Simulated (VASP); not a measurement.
Crystal: HgTe (Coloradoite).

```
CELL_PARAMETERS angstrom
0.00000 3.21450 3.21450
3.21450 0.00000 3.21450
3.21450 3.21450 0.00000
ATOMIC_POSITIONS crystal
Hg 0.00000 0.00000 0.00000
Te 0.25000 0.25000 0.25000
```

```yaml
Program: VASP 6.6.1
Task: relaxation of cell and atoms
Functional: PBE
Potentials_or_basis: VASP PAW PBE potentials, release 64 (Hg, Te)
Cutoff: 600 eV
k_mesh: 10 × 10 × 10
Occupations: gaussian, width 0.03 eV
Spin: no spin polarisation
```

At the start: pressure 4.6 GPa; volume 33.22 Å³/atom.

Q: How do energy, volume and symmetry change on relaxing?

A: Over 3 steps the energy falls by 47.0 meV/atom and the volume is 36.81 Å³/atom (+10.8 %); space group F-43m (No. 216, to 0.05 Å).

The path:
| step | energy change (eV) | largest force (eV/Å) | pressure (GPa) | volume (Å³) |
| --- | --- | --- | --- | --- |
| 1 | 0.0000 | 0.0000 | 4.63 | 66.43 |
| 2 | -0.0859 | 0.0000 | -1.03 | 76.09 |
| 3 | -0.0940 | 0.0000 | 0.02 | 73.61 |

Final structure:
```xyz
2
Lattice="0.0000 3.3264 3.3264 3.3264 0.0000 3.3264 3.3264 3.3264 0.0000" Properties=species:S:1:pos:R:3 pbc="T T T"
Hg    0.0000    0.0000    0.0000
Te    1.6632    1.6632    1.6632
```

Caveat: the volume moved by +11 % from the deposited cell, more than functionals usually miss.
